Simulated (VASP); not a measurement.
# HfTi2S5 (P4/mmm) in VASP: relaxation of cell and atoms with PBE

Aim: the relaxation of cell and atoms of HfTi2S5 with PBE.

Program: VASP 6.6.1. These are calculated values, not measurements. Logs are shortened: lines on timing, memory, paths and dates and some standing lists are left out, and cuts for length are marked.

### Step 1. Starting point

Symmetry: P4/mmm, No. 123, tetragonal system. The conventional cell has a = 4.619 Å, b = 4.619 Å, c = 8.998 Å, α = 90.00°, β = 90.00°, γ = 90.00°. Hf (site symmetry 4/mmm) has 2 Ti at 2.29 Å as nearest neighbours. Ti (site symmetry 4mm) is surrounded by 1 Hf at 2.29 Å. S (site symmetry m2m) is surrounded by 4 S at 2.28 to 2.34 Å. Around S (site symmetry 4/mmm) lie 4 Hf at 3.27 Å.

The cell was built by a generator and needn't be a form met in nature.

### Step 2. Relaxation of cell and atoms, PBE

INCAR

```
SYSTEM = HfTi2S5
  PREC = Normal
  ENCUT = 520
  EDIFF = 1E-4
  ISMEAR = 0
  SIGMA = 0.15
  LREAL = .False.
  LASPH = .True.
  NELM = 60
  ALGO = Fast
  ISIF = 3
  LWAVE = .False.
  LCHARG = .False.
  GGA = PE
  IBRION = 2
  NSW = 24
  EDIFFG = -0.08
```

KPOINTS

```
Automatic mesh
0
Gamma
  3 3 2
  0 0 0
```

POSCAR

```
HfTi2S5
1.0
    4.6186861700      0.0000000000      0.0000000000
    0.0000000000      4.6186861700      0.0000000000
    0.0000000000      0.0000000000      8.9981806000
Hf Ti S
1 2 5
Direct
    0.5000000000      0.5000000000      0.5000000000
    0.5000000000      0.5000000000      0.2457404900
    0.5000000000      0.5000000000      0.7542595100
    0.7530409700      0.7530409700      0.0000000000
    0.2469590300      0.2469590300      0.0000000000
    0.2469590300      0.7530409700      0.0000000000
    0.7530409700      0.2469590300      0.0000000000
    0.0000000000      0.0000000000      0.5000000000
```

Potentials or basis: VASP PAW PBE potentials, release 64 (Hf_pv, Ti_sv, S).

Started as:

```bash
$ cat potpaw_PBE.64/Hf_pv/POTCAR potpaw_PBE.64/Ti_sv/POTCAR potpaw_PBE.64/S/POTCAR > POTCAR
$ mpirun -np 1 vasp_std > vasp.out
```

OUTCAR:

```text
SYSTEM = HfTi2S5
   PREC = Normal
   ENCUT = 520
   EDIFF = 1E-4
   ISMEAR = 0
   LREAL = .False.
   LASPH = .True.
   NELM = 60
   ISIF = 3
   GGA = PE
   IBRION = 2
   NSW = 24
   EDIFFG = -0.08

 ion  position               nearest neighbor table
   1  0.500  0.500  0.500-   2 2.29   3 2.29   8 3.27   8 3.27   8 3.27   8 3.27
   2  0.500  0.500  0.246-   1 2.29   4 2.76   5 2.76   6 2.76   7 2.76
   3  0.500  0.500  0.754-   1 2.29   4 2.76   5 2.76   6 2.76   7 2.76
   4  0.753  0.753  0.000-   6 2.28   7 2.28   7 2.34   6 2.34   2 2.76   3 2.76
   5  0.247  0.247  0.000-   6 2.28   7 2.28   7 2.34   6 2.34   2 2.76   3 2.76
   6  0.247  0.753  0.000-   4 2.28   5 2.28   4 2.34   5 2.34   3 2.76   2 2.76
   7  0.753  0.247  0.000-   4 2.28   5 2.28   4 2.34   5 2.34   3 2.76   2 2.76
   8  0.000  0.000  0.500-   1 3.27   1 3.27   1 3.27   1 3.27

  LATTYP: Found a simple tetragonal cell.
 ALAT       =     4.6186861700
 C/A-ratio  =     1.9482121687

  Lattice vectors:

 A1 = (   4.6186861700,   0.0000000000,   0.0000000000)
 A2 = (   0.0000000000,   4.6186861700,   0.0000000000)
 A3 = (   0.0000000000,   0.0000000000,   8.9981806000)

Analysis of symmetry for initial positions (statically):
=====================================================================
 Subroutine PRICEL returns:
 Original cell was already a primitive cell.

 Routine SETGRP: Setting up the symmetry group for a
 simple tetragonal supercell.

 Subroutine GETGRP returns: Found 16 space group operations
 (whereof 16 operations were pure point group operations)
 out of a pool of 16 trial point group operations.

The static configuration has the point symmetry D_4h.

Analysis of symmetry for dynamics (positions and initial velocities):
=====================================================================
 Subroutine PRICEL returns:
 Original cell was already a primitive cell.

 Routine SETGRP: Setting up the symmetry group for a
 simple tetragonal supercell.

 Subroutine GETGRP returns: Found 16 space group operations
 (whereof 16 operations were pure point group operations)
 out of a pool of 16 trial point group operations.

The dynamic configuration has the point symmetry D_4h.

 Subroutine INISYM returns: Found 16 space group operations
 (whereof 16 operations are pure point group operations),
 and found     1 'primitive' translations

[... 98 lines left out ...]
   NELECT =      64.0000    total number of electrons
   NUPDOWN=      -1.0000    fix difference up-down
   EMIN   =  10.00;   EMAX   =-10.00  energy-range for DOS
   EFERMI =   0.00;   METHOD = LEGACY
   ISMEAR =     0;   SIGMA  =   0.15  broadening in eV -4-tet -1-fermi 0-gaus
   EFERMI_NEDOS =   21; number of points for ismear=-14 and -15
   IALGO  =     68    algorithm
   IMIX   =      4    mixing-type and parameters
     AMIX     =   0.40;   BMIX     =  1.00
     AMIX_MAG =   1.60;   BMIX_MAG =  1.00
  volume/ion in A,a.u.               =      23.99       161.92
  Fermi-wavevector in a.u.,A,eV,Ry     =   1.135196  2.145210 17.533427  1.288671
  Thomas-Fermi vector in A             =   2.271901
   LORBIT       =      0    0 simple, 1 ext, 2 COOP (PROOUT), +10 PAW based schemes
   GGA     = PE    functional components
   LHFCALC =     F    Hartree Fock is set to
   AEXX    =    0.0000 exact exchange contribution
   IVDW    =     0    specifies the selected vdW correction
   LEPSILON=     F    determine dielectric tensor
   LRPA    =     F    only Hartree local field effects (RPA)
 conjugate gradient relaxation of ions
 non-spin polarized calculation
 RMM-DIIS sequential band-by-band and
 Gauss-broadening in eV      SIGMA  =   0.15
  energy-cutoff  :      520.00
  volume of cell :      191.95
 maximum number of plane-waves:      5196
   NGX = 17   NGY = 17   NGZ = 33

--------------------------------------- Ionic step        1  -------------------------------------------

 number of electron      64.0000034 magnetization

 Free energy of the ion-electron system (eV)
  ---------------------------------------------------
  ext. energy  EPLUGINS =         0.00000000
  ---------------------------------------------------
  free energy    TOTEN  =       -39.48515943 eV

  energy without entropy =      -39.39672436  energy(sigma->0) =      -39.44094189

------------------------ aborting loop because EDIFF is reached ----------------------------------------

  FORCE on cell =-STRESS in cart. coord.  units (eV):
  Direction    XX          YY          ZZ          XY          YZ          ZX
  --------------------------------------------------------------------------------------
  -------------------------------------------------------------------------------------
  Total        2.4168351      2.4168351     -2.5756314      0.0000000      0.0000000      0.0000000
  in kB       20.1727906     20.1727906    -21.4982290      0.0000000      0.0000000      0.0000000
  external PRESSURE =       6.2824507 kB  Pullay stress =       0.0000000 kB
[... 71 lines left out ...]
--------------------------------------- Ionic step        3  -------------------------------------------

 number of electron      63.9999940 magnetization

------------------------ aborting loop EDIFF was not reached (unconverged)  ----------------------------

  FORCE on cell =-STRESS in cart. coord.  units (eV):
  Direction    XX          YY          ZZ          XY          YZ          ZX
  --------------------------------------------------------------------------------------
  -------------------------------------------------------------------------------------
  Total        6.7087123      6.7087123      2.7581590      0.0000000      0.0000000      0.0000000
  in kB       53.3088179     53.3088179     21.9169031      0.0000000      0.0000000      0.0000000
  external PRESSURE =      42.8448463 kB  Pullay stress =       0.0000000 kB
[... 197 lines left out ...]
--------------------------------------- Ionic step        8  -------------------------------------------

 number of electron      64.0000063 magnetization

 Free energy of the ion-electron system (eV)
  ---------------------------------------------------
  ext. energy  EPLUGINS =         0.00000000
  ---------------------------------------------------
  free energy    TOTEN  =       -42.75436090 eV

  energy without entropy =      -42.62936611  energy(sigma->0) =      -42.69186351

 E-fermi :   3.4070     XC(G=0):  -8.6474

 val. band max:        3.3835282137   @ k =   0.3333   0.3333   0.5000
 cond. band min:       3.4104104216   @ k =   0.3333   0.0000   0.0000
 fundamental gap:      0.0268822078
 Fermi energy:         3.4070140506

 k-point     1 :       0.0000    0.0000    0.0000
  band No.  band energies     occupation
      1     -53.7016      2.00000
      2     -53.6706      2.00000
      3     -30.1404      2.00000
      4     -30.1404      2.00000
      5     -30.0940      2.00000
      6     -30.0940      2.00000
[... 270 lines left out ...]
  FREE ENERGIE OF THE ION-ELECTRON SYSTEM (eV)
  ---------------------------------------------------
  free  energy   TOTEN  =       -42.7543609043 eV

  energy  without entropy=      -42.6293661081  energy(sigma->0) =      -42.69186351

 reached required accuracy - stopping structural energy minimisation
```

CONTCAR:

```text
HfTi2S5
   1.00000000000000
     5.0744063920838141   -0.0000000000000000    0.0000000000000000
     0.0000000000000000    5.0744063920838141    0.0000000000000000
    -0.0000000000000000    0.0000000000000000    8.2157635462429131
  Hf              Ti              S
     1     2     5
Direct
     0.5000000000000000    0.5000000000000000    0.5000000000000000
     0.5000000000000000    0.5000000000000000    0.1723675543447108
     0.5000000000000000    0.5000000000000000    0.8276324456552892
     0.7649825959101045    0.7649825959101045    0.0000000000000000
     0.2350174040898955    0.2350174040898955    0.0000000000000000
     0.2350174040898955    0.7649825959101045    0.0000000000000000
     0.7649825959101045    0.2350174040898955    0.0000000000000000
     0.0000000000000000    0.0000000000000000    0.5000000000000000

  0.00000000E+00  0.00000000E+00  0.00000000E+00
  0.00000000E+00  0.00000000E+00  0.00000000E+00
  0.00000000E+00  0.00000000E+00  0.00000000E+00
  0.00000000E+00  0.00000000E+00  0.00000000E+00
  0.00000000E+00  0.00000000E+00  0.00000000E+00
  0.00000000E+00  0.00000000E+00  0.00000000E+00
  0.00000000E+00  0.00000000E+00  0.00000000E+00
  0.00000000E+00  0.00000000E+00  0.00000000E+00
```

It took 6.2 min on 1 thread of Intel Xeon Platinum 8488C (Sapphire Rapids), shared host; peak memory 0.22 GiB.

Results:

| Property | Result |
| --- | --- |
| Free energy | -42.7544 eV |
| Relaxed volume | 26.44 Å³/atom |
| Relaxed cell | a = 5.074 Å, b = 5.074 Å, c = 8.216 Å, α = 90.00°, β = 90.00°, γ = 90.00° |
| Space group after relaxing (to 0.05 Å) | P4/mmm (No. 123) |
| Energy gained by relaxing | 408.7 meV/atom |
| Ionic steps | 8 |
| Pressure after relaxing | 0.1 GPa |
| Largest force after relaxing | 0.044 eV/Å |
| Band gap on the k mesh | none (metal or under the smearing width) |

Forces in eV/Å, atoms in the order of the input:
```
Hf   0.000  0.000  0.000
Ti   0.000  0.000 -0.038
Ti   0.000  0.000  0.038
S    0.031  0.031  0.000
S   -0.031 -0.031  0.000
S   -0.031  0.031  0.000
S    0.031 -0.031  0.000
S    0.000  0.000  0.000
```

Step by step:
```tsv
step	energy change (eV)	largest force (eV/Å)	pressure (GPa)	volume (Å³)
1	0.0000	3.2514	0.63	191.95
2	-1.0065	2.3803	-0.47	194.52
3	-2.8389	1.5151	4.28	201.63
4	-3.1887	0.6350	-0.14	221.27
5	-3.1964	0.6501	-0.04	219.23
6	-3.2368	0.1224	-0.50	217.45
7	-3.2452	0.1326	-0.76	216.39
8	-3.2692	0.0438	0.12	211.55
```

Final structure:
```yaml
crystal:
  lattice:
    - [5.07441, 0.00000, 0.00000]
    - [0.00000, 5.07441, 0.00000]
    - [0.00000, 0.00000, 8.21576]
  atoms:
    - { symbol: Hf, position: [0.50000, 0.50000, 0.50000] }
    - { symbol: Ti, position: [0.50000, 0.50000, 0.17237] }
    - { symbol: Ti, position: [0.50000, 0.50000, 0.82763] }
    - { symbol: S, position: [0.76498, 0.76498, 0.00000] }
    - { symbol: S, position: [0.23502, 0.23502, 0.00000] }
    - { symbol: S, position: [0.23502, 0.76498, 0.00000] }
    - { symbol: S, position: [0.76498, 0.23502, 0.00000] }
    - { symbol: S, position: [0.00000, 0.00000, 0.50000] }
```

Caveat: the k mesh is coarse (spacing up to 0.45 Å⁻¹), so the values aren't converged; the relaxation stopped at a loose force limit of 0.08 eV/Å, so its end isn't a converged minimum.
